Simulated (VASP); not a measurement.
# YHSe (P-6m2) in VASP: notebook, part 2 of 2

VASP 6.6.1. Earlier steps stand in the parts before.

### 3 Relaxation of cell and atoms, LDA (cell and atoms relaxed tightly for response)

Input file INCAR:

```
PREC = Accurate ; ENCUT = 600
EDIFF = 1E-7 ; ISMEAR = 0
SIGMA = 0.01 ; LREAL = False
LASPH = True ; NELM = 100
ALGO = Normal ; ISIF = 3
LWAVE = False ; LCHARG = False
IBRION = 2 ; NSW = 80
EDIFFG = -0.001
```

Input file KPOINTS:

```
regular mesh
0
Gamma
  9 9 8
```

Input file POSCAR:

```
YHSe
1.0
    3.7636784270      0.0000000000      0.0000000000
   -1.8818392135      3.2594411294      0.0000000000
    0.0000000000      0.0000000000      3.8149296202
Y H Se
1 1 1
Direct
    0.0000000000      0.0000000000      0.0000000000
    0.3333333333      0.6666666667      0.0000000000
    0.6666666667      0.3333333333      0.5000000000
```

Potentials or basis: VASP PAW LDA potentials, release 64 (Y_sv, H, Se).

Run with:

```console
> cat potpaw_LDA.64/Y_sv/POTCAR potpaw_LDA.64/H/POTCAR potpaw_LDA.64/Se/POTCAR > POTCAR
> mpirun -np 1 vasp_std > vasp.out
```

OUTCAR:

```text
PREC = Accurate
   ENCUT = 600
   EDIFF = 1E-7
   ISMEAR = 0
   LREAL = False
   LASPH = True
   NELM = 100
   ISIF = 3
   IBRION = 2
   NSW = 80
   EDIFFG = -0.001

 ion  position               nearest neighbor table
   1  0.000  0.000  0.000-   2 2.17   2 2.17   2 2.17   3 2.89   3 2.89   3 2.89   3 2.89   3 2.89
                             3 2.89
   2  0.333  0.667  0.000-   1 2.17   1 2.17   1 2.17
   3  0.667  0.333  0.500-   1 2.89   1 2.89   1 2.89   1 2.89   1 2.89   1 2.89

  LATTYP: Found a hexagonal cell.
 ALAT       =     3.7636784270
 C/A-ratio  =     1.0136173146

  Lattice vectors:

 A1 = (   3.7636784270,   0.0000000000,   0.0000000000)
 A2 = (  -1.8818392135,   3.2594411294,   0.0000000000)
 A3 = (   0.0000000000,   0.0000000000,   3.8149296202)

Analysis of symmetry for initial positions (statically):
=====================================================================
 Subroutine PRICEL returns:
 Original cell was already a primitive cell.

 Routine SETGRP: Setting up the symmetry group for a
 hexagonal supercell.

 Subroutine GETGRP returns: Found 12 space group operations
 (whereof 12 operations were pure point group operations)
 out of a pool of 24 trial point group operations.

The static configuration has the point symmetry D_3h.

[... 238 lines left out ...]

 number of electron      18.0000002 magnetization

 Free energy of the ion-electron system (eV)
  ---------------------------------------------------
  ext. energy  EPLUGINS =         0.00000000
  ---------------------------------------------------
  free energy    TOTEN  =       -19.29922156 eV

  energy without entropy =      -19.29922156  energy(sigma->0) =      -19.29922156

 E-fermi :   4.6069     XC(G=0): -10.8087

 val. band max:        4.4647885393   @ k =   0.0000   0.0000   0.5000
 cond. band min:       5.7709294686   @ k =   0.0000   0.0000   0.0000
 fundamental gap:      1.3061409293
 Fermi energy:         4.6069481437

 k-point     1 :       0.0000    0.0000    0.0000
  band No.  band energies     occupation
      1     -37.2353      2.00000
      2     -17.3760      2.00000
      3     -17.2651      2.00000
      4     -17.2651      2.00000
      5      -9.0563      2.00000
      6       0.7791      2.00000
      7       2.7331      2.00000
      8       2.7331      2.00000
      9       2.7687      2.00000
     10       5.7709      0.00000
     11       8.3991      0.00000
     12       8.3991      0.00000
     13       8.5540      0.00000
[... 354 lines left out ...]
  band No.  band energies     occupation
      1     -37.1991      2.00000
      2     -17.5575      2.00000
      3     -17.5402      2.00000
      4     -17.3417      2.00000
      5      -7.8462      2.00000
      6      -0.2067      2.00000
      7       0.4316      2.00000
      8       1.6961      2.00000
      9       3.1456      2.00000
     10       7.2311      0.00000
     11       7.7195      0.00000
     12       7.7245      0.00000
     13      11.0062      0.00000

 [... further k-points ...]

------------------------ aborting loop because EDIFF is reached ----------------------------------------

  FORCE on cell =-STRESS in cart. coord.  units (eV):
  Direction    XX          YY          ZZ          XY          YZ          ZX
  --------------------------------------------------------------------------------------
  -------------------------------------------------------------------------------------
  Total        0.0001515      0.0001515      0.0000435      0.0000000      0.0000000      0.0000000
  in kB        0.0051805      0.0051805      0.0014890      0.0000000      0.0000000      0.0000000
  external PRESSURE =       0.0039500 kB  Pullay stress =       0.0000000 kB
[... 18 lines left out ...]
  FREE ENERGIE OF THE ION-ELECTRON SYSTEM (eV)
  ---------------------------------------------------
  free  energy   TOTEN  =       -19.2992215641 eV

  energy  without entropy=      -19.2992215641  energy(sigma->0) =      -19.29922156

 reached required accuracy - stopping structural energy minimisation
```

OSZICAR:

```text
N       E                     dE             d eps       ncg     rms          rms(c)
DAV:   1     0.685779580514E+02    0.68578E+02   -0.99605E+03  1560   0.147E+03
DAV:   2    -0.164177744550E+02   -0.84996E+02   -0.82704E+02  1923   0.254E+02
DAV:   3    -0.203052988914E+02   -0.38875E+01   -0.38686E+01  2234   0.443E+01
[... 24 lines left out ...]
DAV:   2    -0.192992249997E+02    0.15546E-04   -0.34764E-05  1927   0.500E-02    0.189E-02
DAV:   3    -0.192992207953E+02    0.42044E-05   -0.26133E-05  2372   0.313E-02    0.165E-02
DAV:   4    -0.192992212565E+02   -0.46117E-06   -0.10111E-06  1945   0.865E-03    0.838E-03
DAV:   5    -0.192992215500E+02   -0.29352E-06   -0.82157E-07  2522   0.378E-03    0.947E-04
DAV:   6    -0.192992215641E+02   -0.14157E-07   -0.19695E-08   998   0.113E-03
   3 F= -.19299222E+02 E0= -.19299222E+02  d E =-.231890E-04
```

It took 48 s on 1 thread of Intel Xeon Platinum 8488C (Sapphire Rapids), shared host; peak memory 0.21 GiB.

Results:

- Free energy: -19.2992 eV
- Relaxed volume: 15.62 Å³/atom
- Relaxed cell: a = 3.765 Å, b = 3.765 Å, c = 3.817 Å, α = 90.00°, β = 90.00°, γ = 120.00°
- Space group after relaxing (to 0.05 Å): P-6m2 (No. 187)
- Energy gained by relaxing: 0.0 meV/atom
- Ionic steps: 3
- Pressure after relaxing: 0.0 GPa
- Band gap on the k mesh: 1.31 eV, indirect (least direct gap 1.69 eV)

Final structure:
```
Y H Se
1.0
     3.76528    0.00000    0.00000
    -1.88264    3.26083    0.00000
     0.00000    0.00000    3.81655
Y H Se
1 1 1
Direct
  0.00000 0.00000 0.00000
  0.33333 0.66667 0.00000
  0.66667 0.33333 0.50000
```

Levels at points of the mesh, in eV from the valence-band top:
```
           k point  band 7  band 8  band 9  band 10  band 11  band 12
(0.00, 0.00, 0.00)   -1.73   -1.73   -1.70     1.31     3.93     3.93
(0.00, 0.00, 0.50)   -1.27   -1.27    0.00     1.69     1.69     3.71
```

Caveat: an odd mesh through Γ misses points on the zone boundary, where band edges often lie.

### 4 Single point, LDA

Input file INCAR:

```
ALGO = Fast
EDIFF = 1E-7
ENCUT = 520
GGA = CA
ISIF = 2
ISMEAR = 0
LASPH = T
LCHARG = F
LREAL = F
LWAVE = F
NBANDS = 16
NELM = 100
PREC = Accurate
SIGMA = 0.02
```

Input file KPOINTS:

```
k-points
0
Gamma
  9 9 8
```

Input file POSCAR:

```
YHSe
1.0
    3.7636784258      0.0000000000      0.0000000000
   -1.8818392129      3.2594411284      0.0000000000
    0.0000000000      0.0000000000      3.8149296226
Y H Se
1 1 1
Direct
    0.0000000000      0.0000000000      0.0000000000
    0.3333333333      0.6666666667      0.0000000000
    0.6666666667      0.3333333333      0.5000000000
```

Potentials or basis: VASP PAW LDA potentials, release 64 (Y_sv, H, Se).

Run with:

```console
> cat potpaw_LDA.64/Y_sv/POTCAR potpaw_LDA.64/H/POTCAR potpaw_LDA.64/Se/POTCAR > POTCAR
> mpirun -np 1 vasp_std > vasp.out
```

OUTCAR:

```text
EDIFF = 1E-7
   ENCUT = 520
   GGA = CA
   ISIF = 2
   ISMEAR = 0
   LASPH = T
   LREAL = F
   NELM = 100
   PREC = Accurate

 ion  position               nearest neighbor table
   1  0.000  0.000  0.000-   2 2.17   2 2.17   2 2.17   3 2.89   3 2.89   3 2.89   3 2.89   3 2.89
                             3 2.89
   2  0.333  0.667  0.000-   1 2.17   1 2.17   1 2.17
   3  0.667  0.333  0.500-   1 2.89   1 2.89   1 2.89   1 2.89   1 2.89   1 2.89

  LATTYP: Found a hexagonal cell.
 ALAT       =     3.7636784258
[... 653 lines left out ...]

  FORCE on cell =-STRESS in cart. coord.  units (eV):
  Direction    XX          YY          ZZ          XY          YZ          ZX
  --------------------------------------------------------------------------------------
  -------------------------------------------------------------------------------------
  Total        0.0266813      0.0266813      0.0250060      0.0000000     -0.0000000      0.0000000
  in kB        0.9134298      0.9134298      0.8560765      0.0000000     -0.0000000      0.0000000
  external PRESSURE =       0.8943120 kB  Pullay stress =       0.0000000 kB

 VOLUME and BASIS-vectors are now :
 -----------------------------------------------------------------------------
  energy-cutoff  :      520.00
  volume of cell :       46.80
      direct lattice vectors                 reciprocal lattice vectors
     3.763678426  0.000000000  0.000000000     0.265697514  0.153400531  0.000000000
    -1.881839213  3.259441128  0.000000000     0.000000000  0.306801062  0.000000000
     0.000000000  0.000000000  3.814929623     0.000000000  0.000000000  0.262128034

 POSITION                                       TOTAL-FORCE (eV/Angst)
 -----------------------------------------------------------------------------------
      0.00000      0.00000      0.00000         0.000000     -0.000000      0.000000
     -0.00000      2.17296      0.00000         0.000000      0.000000      0.000000
      1.88184      1.08648      1.90746        -0.000000     -0.000000      0.000000
 -----------------------------------------------------------------------------------
    total drift:                                0.000000     -0.000000      0.000000

  FREE ENERGIE OF THE ION-ELECTRON SYSTEM (eV)
  ---------------------------------------------------
  free  energy   TOTEN  =       -19.2986959701 eV

  energy  without entropy=      -19.2986959701  energy(sigma->0) =      -19.29869597
```

Wall time 76 s (1 thread of Intel Xeon Platinum 8259CL at 2.50GHz (Skylake/Cascade Lake), shared host); peak memory 0.19 GiB.

What came out:

```
Free energy            : -19.2987 eV
Pressure               : 0.1 GPa
Band gap on the k mesh : 1.31 eV, indirect (least direct gap 1.69 eV)
```

Levels at points of the mesh, in eV from the valence-band top:
| k point | band 5 | band 6 | band 7 | band 8 | band 9 | band 10 | band 11 | band 12 | band 13 | band 14 |
| --- | --- | --- | --- | --- | --- | --- | --- | --- | --- | --- |
| (0.00, 0.00, 0.00) | -13.53 | -3.69 | -1.73 | -1.73 | -1.70 | 1.31 | 3.94 | 3.94 | 4.09 | 4.09 |
| (0.00, 0.00, 0.50) | -12.50 | -6.60 | -1.27 | -1.27 | 0.00 | 1.69 | 1.69 | 3.71 | 3.71 | 5.29 |

Caveat: an odd mesh through Γ misses points on the zone boundary, where band edges often lie. As with any semilocal functional, this LDA gap is likely too small.

### 5 The runs side by side

```tsv
task	cell	cutoff (eV)	smearing	gap on the mesh (eV)	pressure (GPa)
single point	cell and atoms relaxed tightly for response	520	gaussian 0.01 eV	1.30	0.2
relaxation of cell and atoms	relaxed from: cell and atoms relaxed tightly for response	600	gaussian 0.01 eV	1.31	0.0
single point	as given	520	gaussian 0.02 eV	1.31	0.1
```

Alike in all rows: level LDA; potentials or basis VASP PAW LDA potentials, release 64 (Y_sv, H, Se); no spin polarisation; k mesh 9 × 9 × 8.

Caveats: an odd mesh through Γ misses points on the zone boundary, where band edges often lie.

Total energies depend on the potentials used, so only differences within one code and one set of settings carry meaning.
